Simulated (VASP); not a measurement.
Computed with r2SCAN meta-GGA, VASP's PBE PAW potentials (set 64) (plane waves; VASP).

VASP input:

INCAR:
```
EDIFF = 1E-6   ! SCF stop (eV)
LWAVE = .FALSE.
SYSTEM = Rh
LMAXMIX = 4   ! l cut-off of mixed one-centre charges
METAGGA = R2SCAN
NELM = 100   ! most electronic steps
ISMEAR = 1   ! Methfessel-Paxton
PREC = Accurate
ISIF = 2   ! forces and stress, cell fixed
LMIXTAU = .TRUE.
SIGMA = 0.1
LCHARG = .FALSE.
ALGO = Normal   ! blocked Davidson
LREAL = .FALSE.
LASPH = .TRUE.   ! aspherical one-centre terms
ENCUT = 400
```

### KPOINTS
```
Automatic mesh
0
Gamma
15 15 15
0 0 0
```

POSCAR:
```
Rh
1
    0.0000000000     1.9380000000     1.9380000000
    1.9380000000     0.0000000000     1.9380000000
    1.9380000000     1.9380000000     0.0000000000
Rh
1
Direct
  0.0000000000   0.0000000000   0.0000000000
```

POTCAR, in this order: Rh_pv (PBE.64 set). Program: vasp_std.

Q: What will the output report for the number of irreducible k-points (NKPTS), number of bands (NBANDS), largest plane-wave count, number of space-group operations, FFT grid (NGX, NGY, NGZ)?

A: 
```
Item                                          Result
--------------------------------------  ------------
number of irreducible k-points (NKPTS)           120
number of bands (NBANDS)                          11
largest plane-wave count                         279
number of space-group operations                  48
FFT grid (NGX, NGY, NGZ)                18 × 18 × 18
```

The compound is Rh in the fcc structure. The cell was not relaxed at this level. The run is one of a series of settings (GGA removed, LMIXTAU = .TRUE., METAGGA = R2SCAN against the base run), some of them coarse on purpose.
